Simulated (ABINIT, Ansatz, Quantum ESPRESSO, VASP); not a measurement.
One structure in several programs: Sr (Fm-3m, 1 atom in the cell)

Self-consistent single point.

```yaml
crystal:
  lattice:
    - [0.00000, 2.97586, 2.97586]
    - [2.97586, 0.00000, 2.97586]
    - [2.97586, 2.97586, 0.00000]
  atoms:
    - { symbol: Sr, position: [0.00000, 0.00000, 0.00000] }
```

Shared settings, as Ansatz (a program for electronic structure) writes them: kpoints.mp_grid.grid = 8 8 8; magnetization.spin_orbit = true; scf.occupations.method = fermi_dirac; scf.occupations.width = 0.0073 Ry. Potentials and cutoffs stand in the table.

| code | model | pressure (GPa) | cutoff |
|---|---|---|---|
| Quantum ESPRESSO | PBE, spin-orbit coupling, PSlibrary fully relativistic ultrasoft (PBE, semicore) pseudopotentials | 0.52 | 45 Ry |
| ABINIT | PBE, spin-orbit coupling, norm-conserving pseudopotentials (PseudoDojo nc-fr-04 PBE standard) | 0.53 | 68 Ry |
| Ansatz | PBE with spin-orbit coupling, default PAW files | 0.54 | default |
| VASP | PBE, spin-orbit coupling, VASP's PBE PAW potentials (set 64) | 0.45 | 300 eV |

The spread over the programs that give each value: pressure within 0.09 GPa.

Ansatz's pressure is given at a fixed set of plane waves, as the other plane-wave codes print theirs.

VASP's run is marked for a possible Pulay error in its stress at this cutoff; no cutoff test was made.

The starting cell has typed, rounded lattice constants, without a prior relaxation at this level. Its lattice was rescaled by a random factor within 2.5 % of one.

Left out of this page: Elk, FLEUR and SIESTA (not drawn, or without a comparable value).

Keys are those of Ansatz 0.2.
